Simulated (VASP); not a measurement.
Dy (hcp): the bulk modulus from VASP (plane waves, PAW) at several levels of theory. Static lattice, third-order Birch-Murnaghan fit over five volumes. The 4f electrons are frozen in the core of the lanthanide potential, so 4f levels, which can set the real gap, and their magnetism are missing. The measured value holds thermal and zero-point effects that the static calculation lacks.

```csv
level,bulk modulus (GPa),error against measurement
PBE,39.4,-2.6 %
AM05,41.5,+2.4 %
PW91,40.5,+0.1 %
PBE-D3 (zero damping),41.0,+1.2 %
PBE-D3(BJ),42.1,+4.1 %
PBE-D4,41.4,+2.2 %
optB88-vdW,43.0,+6.1 %
optB86b-vdW,42.8,+5.7 %
vdW-DF2,39.9,-1.6 %
rev-vdW-DF2,42.6,+5.3 %
vdW-DF-cx,42.7,+5.4 %
TPSS,40.6,+0.2 %
revTPSS,42.0,+3.8 %
MS2,41.9,+3.6 %
```

Measured: 40.5 GPa (as given by Wikipedia, Dysprosium (infobox)).

The cell of the PBE run:

Space group P6₃/mmc (No. 194); a = 3.6106 Å, b = 3.6106 Å, c = 5.6498 Å, α = 90.00°, β = 90.00°, γ = 120.00°

```tsv
atom	site	symmetry	x	y	z
Dy	2c	-6m2	0.3333	0.6667	0.2500
```

Only levels that ran to the end are used. Left out are those held back, those with too coarse a band path, GW runs whose mesh misses a band edge, hybrids' fits of cells that aren't cubic and levels without matching references; a question may draw on a part of the rest.

The compound is Dy in the hcp structure.
